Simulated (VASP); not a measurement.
Data:

```yaml
crystal:
  lattice:
    - [0.00000, 2.18970, 2.18970]
    - [2.18970, 0.00000, 2.18970]
    - [2.18970, 2.18970, 0.00000]
  atoms:
    - { symbol: Si, position: [0.00000, 0.00000, 0.00000] }
    - { symbol: C, position: [0.25000, 0.25000, 0.25000] }
```

The numbers are results of PBE GGA, VASP's PBE PAW potentials (set 64) (plane waves; VASP 6.6.1), not measurements. Run with 650 eV cut-off, 9×9×9 Γ-centred mesh, Gaussian smearing of 0.050 eV, potentials Si C.

Question: Give the elastic stiffness tensor with the ions relaxed (GPa, in the frame of the cell).

Answer: 
|  | xx | yy | zz | yz | xz | xy |
|---|---|---|---|---|---|---|
| xx | 383 | 127 | 127 | 0.0 | 0.0 | 0.0 |
| yy | 127 | 383 | 127 | 0.0 | 0.0 | 0.0 |
| zz | 127 | 127 | 383 | 0.0 | 0.0 | 0.0 |
| yz | 0.0 | 0.0 | 0.0 | 241 | 0.0 | 0.0 |
| xz | 0.0 | 0.0 | 0.0 | 0.0 | 241 | 0.0 |
| xy | 0.0 | 0.0 | 0.0 | 0.0 | 0.0 | 241 |

Question: Estimate the Hill bulk modulus, Hill shear modulus, Young's modulus, Poisson's ratio.

Answer: 
Hill bulk modulus: 2120 kbar
Hill shear modulus: 187 GPa
Young's modulus: 433 GPa
Poisson's ratio: 0.159

Measured: C11 390 GPa (computed value off by -1.8 %), C12 142 GPa (computed value off by -10.9 %), C44 256 GPa (computed value off by -6.0 %), as given by M. Råsander et al., The Journal of Chemical Physics (2015), arXiv:1505.02379. The calculation is for a static lattice, while the measured C11, C12, C44 hold thermal and zero-point effects, which are part of the difference.

The compound is SiC in the zinc blende structure. It was relaxed first.
